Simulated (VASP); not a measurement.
ZnH12Cl2O6: single point with PBE+D3(BJ)

Crystal: ZnH12Cl2O6.

```
O H Zn Cl
1.0
     6.83848    0.00000    0.00000
     0.00000    6.83848    0.00000
     0.00000    0.00000    6.83848
O H Zn Cl
6 12 1 2
Direct
  0.92463 0.25681 0.09874
  0.57119 0.94651 0.81353
  0.96482 0.99246 0.80345
  0.32269 0.85475 0.52417
  0.37987 0.73395 0.10935
  0.55179 0.40804 0.73000
  0.03953 0.30638 0.15890
  0.95421 0.18058 0.97852
  0.55395 0.09020 0.80367
  0.49739 0.92281 0.68907
  0.03805 0.87828 0.84987
  0.83314 0.94179 0.76719
  0.37124 0.78569 0.41439
  0.18962 0.87736 0.49056
  0.43216 0.80514 0.00190
  0.45854 0.61100 0.12354
  0.52012 0.53923 0.76059
  0.55096 0.38264 0.58577
  0.72699 0.09379 0.27997
  0.48088 0.27227 0.30921
  0.82154 0.78756 0.34262
```

The cell was built by a generator and needn't be a form met in nature.

```yaml
Program: VASP 6.6.1
Task: single point
Functional: PBE
Dispersion: D3(BJ)
Potentials_or_basis: VASP PAW PBE potentials, release 64 (O, H, Zn, Cl)
Cutoff: 520 eV
k_mesh: 1 × 1 × 1
Occupations: fermi-dirac, width 0.02 eV
Spin: no spin polarisation
Dipole_correction: no
Further_INCAR_settings: LREAL = Auto; ALGO = Normal; EDIFF = 1e-06; NBANDS = 53
```

The pressure is 0.1 GPa. The largest force is 2.569 eV/Å and the band gap on the k mesh is 3.94 eV, direct. The dispersion energy per atom is -0.043 eV.

Forces in eV/Å, atoms in the order of the input:
```
O   -1.591 -0.466  0.093
O   -0.408  1.166 -1.048
O    0.165 -0.197  0.008
O    0.475  0.254  1.393
O   -0.296 -2.085  1.471
O    0.587 -1.934 -0.660
H    1.119  0.342  0.257
H    0.290 -0.440 -0.213
H    0.320 -0.055  0.806
H   -0.253 -0.833  0.220
H   -0.142  0.285 -0.070
H    0.174  0.202  0.373
H    0.712 -0.667 -1.511
H   -1.200  0.380  0.021
H    0.907  0.854 -1.117
H   -0.585  1.123 -0.258
H   -0.331  1.078 -0.215
H   -0.248  0.783  1.045
Zn   1.109 -1.205 -0.426
Cl  -0.692  0.487 -0.048
Cl  -0.112  0.927 -0.121
```

Stress tensor (GPa, compression positive):
```
 1.35  0.14 -0.45
 0.14 -1.25  0.93
-0.45  0.93  0.33
```

Levels at points of the mesh, in eV from the valence-band top:
```
           k point  band 35  band 36  band 37  band 38  band 39  band 40
(0.00, 0.00, 0.00)    -0.19    -0.12     0.00     3.94     5.89     6.52
```

Wall time 55 s on 1 thread of AMD EPYC 7R43 64-Core Processor (Zen 3) (shared host), peak memory 0.32 GiB.
